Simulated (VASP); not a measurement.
MoS2:

```
Mo S
1.0
     3.16100    0.00000    0.00000
    -1.58050    2.73751    0.00000
     0.00000    0.00000   11.68025
Mo S
2 4
Direct
  0.33333 0.66667 0.25000
  0.66667 0.33333 0.75000
  0.66667 0.33333 0.38399
  0.66667 0.33333 0.11601
  0.33333 0.66667 0.88399
  0.33333 0.66667 0.61601
```

The cell was built by a generator and needn't be a form met in nature.

Base run:

| Quantity | Value |
| --- | --- |
| Program | VASP 6.6.1 |
| Functional | SCAN |
| Potentials or basis | VASP PAW PBE potentials, release 64 (Mo_sv, S) |
| Cutoff | 520 eV |
| k mesh | 8 × 8 × 2 |
| Occupations | fermi-dirac, width 0.05 eV |
| Spin | no spin polarisation |

Its results: band gap on the k mesh 0.79 eV, indirect (least direct gap 2.03 eV); pressure 1.8 GPa; largest force 0.486 eV/Å.

**Question.** After a change of settings the same cell gave: band gap on the k mesh 0.62 eV, indirect (least direct gap 1.84 eV); pressure -4.1 GPa; largest force 0.543 eV/Å. Which change was it?
A. functional from SCAN to vdW-DF2
B. functional from SCAN to LDA; potentials or basis from VASP PAW PBE potentials, release 64 (Mo_sv, S) to VASP PAW LDA potentials, release 64 (Mo_sv, S)
C. functional from SCAN to PBEsol
D. functional from SCAN to optB86b-vdW

**Answer.** B.

Caveats: the PAW data sets were made with another functional, which shifts forces and pressure a little (some runs).

Not every run made on this cell is shown here.
